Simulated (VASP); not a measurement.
An input for Ansatz (written as the equivalent of a VASP run, and not itself run):

Ansatz 0.2 input:
```yaml
crystal:
  lattice:
    - [0.0000000, 1.9896748, 1.9896748]
    - [1.9896748, 0.0000000, 1.9896748]
    - [1.9896748, 1.9896748, 0.0000000]
  atoms:
    - { symbol: Li, position: [1.0000000, 0.0000000, 0.0000000] }
    - { symbol: F, position: [0.5000000, 0.5000000, 0.5000000] }
kpoints:
  mp_grid: { grid: [10, 10, 10] }
hamiltonian:
  xc: r2scan
  pseudopotentials: { kind: paw }
scf:
  occupations: { method: gaussian, width: 0.05 }
  max_iter: 100
relax:
  max_steps: 60
  f_tol: 0.01
  cell: {}
output: { forces: true, stress: true, eigenvalues: true }
```

### Question
Translate this input to VASP (INCAR, KPOINTS, POSCAR, choice of POTCAR).

### Answer
Several could match; the one computed here: 
POSCAR:
```
LiF
1
    0.0000000000     1.9896748128     1.9896748128
    1.9896748128     0.0000000000     1.9896748128
    1.9896748128     1.9896748128     0.0000000000
Li F
1 1
Direct
  1.0000000000   0.0000000000   0.0000000000
  0.5000000000   0.5000000000   0.5000000000
```

**INCAR**
```
ENCUT = 520   ! plane-wave cut-off (eV)
EDIFFG = -0.01
ISIF = 3   ! ions, shape and volume
NSW = 60   ! most ionic steps
NELM = 100
PREC = Accurate
METAGGA = R2SCAN
ISMEAR = 0   ! Gaussian
LMIXTAU = .True.
LREAL = .False.
ALGO = Normal
LWAVE = .False.
SIGMA = 0.05   ! width (eV)
LASPH = .True.   ! aspherical one-centre terms
IBRION = 2   ! conjugate gradients
LCHARG = .False.
EDIFF = 1E-6
SYSTEM = LiF
```

**KPOINTS**
```
Automatic mesh
0
Gamma
10 10 10
0 0 0
```

POTCAR, in this order: Li_sv F (PBE.64 set). Program: vasp_std.

What does not carry over: each code has its own PAW files, so the cut-off isn't converted (ENCUT is set for VASP's; basis.ecutwfc is left out, and Ansatz then takes the one that its files recommend); Ansatz stops its SCF on the density residual and VASP on the energy change (EDIFF).

The compound is LiF in the rock salt structure. It was relaxed first. The start is the result of an earlier pass.
